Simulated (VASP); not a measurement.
Input:

```yaml
crystal:
  lattice:
    - [0.00000, 2.44416, 2.44416]
    - [2.44416, 0.00000, 2.44416]
    - [2.44416, 2.44416, 0.00000]
  atoms:
    - { symbol: Tb, position: [0.00000, 0.00000, 0.00000] }
    - { symbol: N, position: [0.50000, 0.50000, 0.50000] }
```

Level of theory: PBEsol GGA, VASP's PBE PAW potentials (set 64) (plane waves; VASP 6.6.1). Settings: 520 eV cut-off, Gaussian smearing of 0.050 eV, potentials Tb_3 N.

The 4f electrons are frozen in the core of the lanthanide potential, so 4f levels, which can set the real gap, and their magnetism are missing.

**Question.** Give the energies of bands 5 to 10 at the high-symmetry points, in eV from the Fermi level.

**Answer.** 
```csv
band,Γ,X,U,L,W
5,0.04,-1.12,-2.21,-4.31,-2.28
6,0.04,-0.22,-1.30,-2.41,-1.33
7,0.04,-0.22,-1.30,-2.41,-1.33
8,3.10,-0.09,2.36,5.84,4.02
9,3.10,7.46,6.51,6.79,4.02
10,3.10,7.63,7.62,6.79,7.88
```

It has no gap at this level: it comes out as a metal or semimetal.

The structure comes from a measured TbN entry (Fm-3m) of the Crystallography Open Database, whose conditions weren't checked. It was relaxed first.
